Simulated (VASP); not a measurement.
NiSb (NiAs type) relaxed at rising pressure, in one space group throughout; other phases were not tried. The pressures are those reached. All values below come from PBEsol GGA, VASP's PBE PAW potentials (set 64) (plane waves; VASP 6.6.1).

```json
[
 {"P (GPa)": "-0.09", "V (Å³/atom)": "16.842", "k-mesh": "9×9×6"},
 {"P (GPa)": "5.04", "V (Å³/atom)": "16.247", "k-mesh": "9×9×6"},
 {"P (GPa)": "10.05", "V (Å³/atom)": "15.766", "k-mesh": "9×9×6"},
 {"P (GPa)": "20.08", "V (Å³/atom)": "15.003", "k-mesh": "9×9×6"},
 {"P (GPa)": "30.11", "V (Å³/atom)": "14.391", "k-mesh": "10×10×7"}
]
```

A change of mesh leaves a small step in the series.

Question: Fit an equation of state and predict the volume at 45.10 GPa.

Answer: Least squares on the third-order Birch-Murnaghan form, P = (3B0/2)(y⁷ − y⁵)[1 + (3/4)(B′ − 4)(y² − 1)] with y = (V0/V)^(1/3), gives V0 = 16.827 Å³/atom, B0 = 133 GPa and B′ = 4.7, and so 13.678 Å³/atom. The run gave 13.680 Å³/atom, +0.0 % from the fit.

Pressures at which the relaxation failed are left out.

The compound is NiSb in the NiAs type structure. The run is not spin-polarised, so no magnetic state was tried.
